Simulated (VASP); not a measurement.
```
CELL_PARAMETERS angstrom
      0.00000     2.64762     2.64762
      2.64762     0.00000     2.64762
      2.64762     2.64762     0.00000
ATOMIC_POSITIONS crystal
  Mg 0.00000 0.00000 0.00000
  S  0.50000 0.50000 0.50000
```

Level of theory: r2SCAN meta-GGA, VASP's PBE PAW potentials (set 64) (plane waves; VASP). Settings: 480 eV cut-off, 8×8×8 Γ-centred mesh, Gaussian smearing of 0.050 eV, potentials Mg S.

Problem. Give the stress tensor in GPa (positive for a compressed cell).

Solution. 
```
-4.22   0.00   0.00
 0.00  -4.22   0.00
 0.00   0.00  -4.22
```
The pressure is its mean diagonal, -4.22 GPa.

The compound is MgS in the rock salt structure. This cell was strained or had an atom moved on purpose.
